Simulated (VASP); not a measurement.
Data:

```xyz
3
Lattice="0.0000 3.0279 3.0279 3.0279 0.0000 3.0279 3.0279 3.0279 0.0000" Properties=species:S:1:pos:R:3 pbc="T T T"
Al     1.5140     1.5140     1.5140
Al     4.5419     4.5419     4.5419
Au     0.0000     0.0000     0.0000
```

Level of theory: PBE GGA, VASP's PBE PAW potentials (set 64) (plane waves; VASP 6.6.1). Numerical set-up: 480 eV cut-off, 8×8×8 Γ-centred mesh, first-order Methfessel-Paxton smearing of 0.10 eV, potentials Al Au.

Each relaxation starts from this cell; other phases were not tried.

### Question
The cell is relaxed at 20 GPa. What happens?

### Answer
The volume per atom goes from 18.51 to 16.12 Å³ (-12.9 %), and the cell becomes a = b = c = 5.7836 Å, α = β = γ = 90.00°, space group Fm-3m.

### Question
The cell is relaxed at 30 GPa. What happens?

### Answer
The volume per atom goes from 18.51 to 15.38 Å³ (-16.9 %), and the cell becomes a = 5.694 Å, b = 5.694 Å, c = 5.694 Å, α = 90.00°, β = 90.00°, γ = 90.00°, space group Fm-3m.

Failed runs are left out, and for metals the shear rows, which the mesh's noise covers.

The compound is AuAl2 in the fluorite structure. The electron count is odd and the run is not spin-polarised, which forces a metal.
